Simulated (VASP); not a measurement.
# MoSeS (space group P-3m1): computed properties

Method: LDA (Ceperley-Alder, Perdew-Zunger), VASP's LDA PAW potentials (set 64) (plane waves; VASP).

For MoSeS, the space group is P-3m1 (164), the cell is a = 3.193 Å, b = 3.193 Å, c = 12.466 Å, α = 90.00°, β = 90.00°, γ = 120.00° and the volume per atom is 18.34 Å^3/atom. The band gap (over mesh and band path) comes out as 0.53 eV, the smallest direct gap (over mesh and band path) is 1.68 eV and the band-edge character is indirect, Γ to K-Γ at 0.44. The density is 6.25 g/cm³ and the mean ε∞ (independent particles) is 15.42.

```
CELL_PARAMETERS angstrom
      3.19267     0.00000     0.00000
     -1.59634     2.76494     0.00000
      0.00000     0.00000    12.46630
ATOMIC_POSITIONS crystal
  Mo 0.00000 0.00000 0.26239
  Mo 0.00000 0.00000 0.73761
  Se 0.66667 0.33333 0.87332
  Se 0.33333 0.66667 0.12668
  S  0.33333 0.66667 0.38398
  S  0.66667 0.33333 0.61602
```

The structure comes from a computed database's MoSeS entry (P-3m1); how it stands against other phases isn't given here. It was relaxed first, which changed the volume by -12 %. Symmetry was kept, so distortions that lower it aren't found.
